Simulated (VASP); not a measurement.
Input:

```
CELL_PARAMETERS angstrom
      0.00000     2.79596     2.79596
      2.79596     0.00000     2.79596
      2.79596     2.79596     0.00000
ATOMIC_POSITIONS crystal
  Cl 0.00000 0.00000 0.00000
  Na 0.50000 0.50000 0.50000
```

Computed with PBEsol GGA, VASP's PBE PAW potentials (set 64) (plane waves; VASP 6.6.1). Numerical set-up: 400 eV cut-off, Gaussian smearing of 0.050 eV, potentials Cl Na_pv.

Problem. Give the energies of bands 5 to 10 at the high-symmetry points, in eV from the valence-band maximum.

Solution. 
```
band      Γ      X      U      L      W
----  -----  -----  -----  -----  -----
5      0.00  -1.77  -1.50  -2.05  -1.27
6      0.00  -0.64  -1.19  -0.28  -1.27
7      0.00  -0.64  -0.53  -0.28  -0.81
8      5.03   7.51   8.15   7.12   8.85
9     11.02   7.87   8.98  10.70   9.59
10    11.02  11.31  10.50  10.92   9.59
```

The gap is direct, 5.03 eV, from the valence maximum at Γ to the conduction minimum at Γ.

The structure comes from a measured NaCl entry (Fm-3m) of the Crystallography Open Database, whose conditions weren't checked. It was relaxed first.
